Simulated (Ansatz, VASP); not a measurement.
## B3C in VASP and in Ansatz

The input INCAR:

```
SYSTEM = B3C
ALGO     = Normal         ! electronic algorithm
EDIFF    = 1E-6           ! SCF threshold, eV
ENCUT    = 520            ! plane-wave cutoff, eV
GGA      = PE             ! functional
ISIF     = 2              ! what is computed and relaxed
ISMEAR   = 0              ! smearing method
ISPIN    = 2              ! spin polarisation
LASPH    = .True.         ! aspherical terms in the spheres
LCHARG   = .False.        ! write CHGCAR
LORBIT   = 11             ! projections on sites
LREAL    = .False.        ! projectors in reciprocal space
LWAVE    = .False.        ! write WAVECAR
MAGMOM   = 0 0 0 1        ! initial moments
NBANDS   = 18             ! bands
NELM     = 150            ! most SCF steps
PREC     = Accurate       ! precision mode
SIGMA    = 0.1            ! smearing width, eV
```

Contents of KPOINTS:

```
k-points
0
Gamma
  12 12 2
  0 0 0
```

The input POSCAR:

```
B3C
1.0
    2.4103921000      0.0000000000      0.0000000000
   -1.2051960500      2.0874607900      0.0000000000
    0.0000000000      0.0000000000      7.5087784500
B C
3 1
Direct
    0.0000000000      0.0000000000      0.0000000000
    0.6666666700      0.3333333300      0.7616215300
    0.6666666700      0.3333333300      0.2383784700
    0.0000000000      0.0000000000      0.5000000000
```

Input for Ansatz:

```yaml
crystal:
  lattice:
    - [2.4103921, 0.0, 0.0]
    - [-1.20519605, 2.08746079, 0.0]
    - [0.0, 0.0, 7.50877845]
  atoms:
    - { symbol: B, position: [0.0, 0.0, 0.0] }
    - { symbol: B, position: [0.66666667, 0.33333333, 0.76162153] }
    - { symbol: B, position: [0.66666667, 0.33333333, 0.23837847] }
    - { symbol: C, position: [0.0, 0.0, 0.5], spin: 1.0 }
basis:
  ecutwfc: 420
kpoints:
  mp_grid: { grid: [12, 12, 2] }
hamiltonian:
  xc: pbe
scf:
  occupations: { method: gaussian, width: 0.1 }
  lower_state_search: "off"
output:
  forces: true
  stress: true
  eigenvalues: true
  populations: true
magnetization:
  spin_polarized: true
```

Change from the starting cell: species swapped into the Co3Ir type (P-6m2, No. 187).

Alike in both runs: task single point; functional PBE; k mesh 12 × 12 × 2; occupations gaussian, width 0.1 eV; collinear spin.

```csv
,VASP,Ansatz
version,VASP 6.6.1,Ansatz 0.2.0
potentials or method,"VASP PAW PBE potentials, release 64 (B, C)","scalar-relativistic, plane waves, PAW"
plane-wave cutoff (eV),520,420
valence electrons in the cell,13,13
```

```csv
,VASP,Ansatz,Ansatz less VASP
gap on the k mesh at the Fermi level (eV),none,none,-
rms of the force components (eV/Å),0.304,0.302,-0.0017
net moment per atom (μB),0.00,0.00,0.000
```

Atom by atom the forces differ by 0.002 eV/Å (rms over components). A gap of «none» marks a metal or a gap that the smearing closes. With one functional, cell and mesh, what is left measures potentials, basis and numerics. Ansatz warned: «seeded_moment_not_kept».

Caveats: the k mesh is coarse (spacing up to 0.42 Å⁻¹), so the values aren't converged.
